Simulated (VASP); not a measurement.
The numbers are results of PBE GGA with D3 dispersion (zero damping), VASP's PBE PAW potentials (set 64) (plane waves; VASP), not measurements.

The input files of a VASP run:

INCAR:
```
ALGO=Normal
EDIFF=1E-7
EDIFFG=-0.01
ENCUT=520
GGA=PE
IBRION=2
ISIF=4
ISMEAR=1
ISPIN=2
IVDW=11
LASPH=.TRUE.
LCHARG=.FALSE.
LMAXMIX=4
LORBIT=10
LREAL=.FALSE.
LWAVE=.FALSE.
MAGMOM=2*1.6
NELM=100
NSW=30
PREC=Accurate
SIGMA=0.1
SYSTEM=Co
```

POSCAR:
```
Co
1
    1.2339444646    -2.1372547309     0.0000000000
    1.2339444646     2.1372547309     0.0000000000
    0.0000000000     0.0000000000     3.9900177134
Co
2
Direct
  0.3333330000   0.6666670000   0.2500000000
  0.6666670000   0.3333330000   0.7500000000
```

KPOINTS:
```
Automatic mesh
0
Gamma
17 17 9
0 0 0
```

POTCAR, in this order: Co (PBE.64 set). Program: vasp_std.

Output

**OSZICAR**
```
       N       E                     dE             d eps       ncg     rms          rms(c)
DAV:   1     0.803780706714E+02    0.80378E+02   -0.83234E+03 10084   0.160E+03
DAV:   2    -0.139774024436E+02   -0.94355E+02   -0.87299E+02  9935   0.257E+02
DAV:   3    -0.161393061216E+02   -0.21619E+01   -0.21046E+01 12049   0.553E+01
DAV:   4    -0.161719317927E+02   -0.32626E-01   -0.32618E-01 14220   0.518E+00
DAV:   5    -0.161722301966E+02   -0.29840E-03   -0.29840E-03 12440   0.464E-01    0.152E+01
DAV:   6    -0.144417798813E+02    0.17305E+01   -0.12979E+01 10628   0.741E+01    0.697E+00
DAV:   7    -0.140896396378E+02    0.35214E+00   -0.17430E+00 11230   0.262E+01    0.389E+00
DAV:   8    -0.140740392094E+02    0.15600E-01   -0.22983E-02 13638   0.185E+00    0.200E+00
DAV:   9    -0.140581463688E+02    0.15893E-01   -0.54108E-03 15190   0.125E+00    0.664E-01
DAV:  10    -0.140591502339E+02   -0.10039E-02   -0.10393E-03 13922   0.491E-01    0.289E-01
DAV:  11    -0.140592341925E+02   -0.83959E-04   -0.29849E-04 13376   0.276E-01    0.287E-02
DAV:  12    -0.140592337601E+02    0.43237E-06   -0.11494E-05 11100   0.383E-02    0.158E-02
DAV:  13    -0.140592327852E+02    0.97498E-06   -0.23690E-06 14302   0.223E-02    0.982E-03
DAV:  14    -0.140592332041E+02   -0.41898E-06   -0.44262E-07 11313   0.876E-03    0.380E-03
DAV:  15    -0.140592328897E+02    0.31449E-06   -0.59647E-08  5741   0.448E-03    0.775E-04
DAV:  16    -0.140592328299E+02    0.59742E-07   -0.13406E-08  5594   0.154E-03
   1 F= -.14765331E+02 E0= -.14765592E+02  d E =-.147653E+02  mag=     3.1894
       N       E                     dE             d eps       ncg     rms          rms(c)
DAV:   1    -0.140594272224E+02   -0.19433E-03   -0.44926E-03 11083   0.578E-01    0.729E-02
DAV:   2    -0.140593350305E+02    0.92192E-04   -0.65853E-05 13422   0.144E-01    0.375E-02
DAV:   3    -0.140593023465E+02    0.32684E-04   -0.42249E-05 12229   0.756E-02    0.108E-02
DAV:   4    -0.140593039865E+02   -0.16400E-05   -0.35295E-06 11254   0.273E-02    0.270E-03
DAV:   5    -0.140593037466E+02    0.23991E-06   -0.20015E-07  8127   0.857E-03    0.174E-03
DAV:   6    -0.140593036460E+02    0.10061E-06   -0.82822E-08  5630   0.439E-03    0.812E-04
DAV:   7    -0.140593036356E+02    0.10383E-07   -0.33674E-08  5255   0.180E-03
   2 F= -.14765355E+02 E0= -.14765619E+02  d E =-.237960E-04  mag=     3.1891
```

### OUTCAR
```
------------------------ aborting loop because EDIFF is reached ----------------------------------------
 Edisp (eV)   -0.70605
  FORCE on cell =-STRESS in cart. coord.  units (eV):
  Direction    XX          YY          ZZ          XY          YZ          ZX
  --------------------------------------------------------------------------------------
  Total       0.00022     0.00022     0.00302     0.00000     0.00000    -0.00000
  in kB       0.01708     0.01708     0.23026     0.00000     0.00000    -0.00000
  external pressure =        0.09 kB  Pullay stress =        0.00 kB
  volume of cell :       21.05
      direct lattice vectors                 reciprocal lattice vectors
     1.234495356 -2.138208903  0.000000000     0.405023800 -0.233840575  0.000000000
     1.234495356  2.138208903  0.000000000     0.405023800  0.233840575  0.000000000
    -0.000000000 -0.000000000  3.986457432     0.000000000  0.000000000  0.250849286
 POSITION                                       TOTAL-FORCE (eV/Angst)
 -----------------------------------------------------------------------------------
      1.23450      0.71274      0.99661        -0.000000     -0.000000      0.000000
      1.23450     -0.71274      2.98984         0.000000      0.000000      0.000000
 -----------------------------------------------------------------------------------
    total drift:                                0.000000     -0.000003     -0.000029
  FREE ENERGIE OF THE ION-ELECTRON SYSTEM (eV)
  ---------------------------------------------------
  free  energy   TOTEN  =       -14.7653552918 eV

  energy  without entropy=      -14.7661454985  energy(sigma->0) =      -14.76561869

 total charge

# of ion       s       p       d       tot
------------------------------------------
    1        0.502   0.548   7.284   8.335
    2        0.502   0.548   7.284   8.335
--------------------------------------------------
tot          1.004   1.097  14.569  16.669

 magnetization (x)

# of ion       s       p       d       tot
------------------------------------------
    1       -0.015  -0.054   1.677   1.608
    2       -0.015  -0.054   1.677   1.608
--------------------------------------------------
tot         -0.030  -0.108   3.354   3.216

 reached required accuracy - stopping structural energy minimisation
```
(Selected blocks of OUTCAR.)

### CONTCAR
```
Co
   1.00000000000000
     1.2344953557230673   -2.1382089026290294    0.0000000000000000
     1.2344953557230673    2.1382089026290294    0.0000000000000000
    -0.0000000000000000   -0.0000000000000000    3.9864574324570947
  Co
     2
Direct
     0.3333330000000032    0.6666669999999968    0.2500000000000000
     0.6666669999999968    0.3333330000000032    0.7500000000000000
```

The compound is Co in the hcp structure. This run relaxes it. Symmetry was kept, so distortions that lower it aren't found.
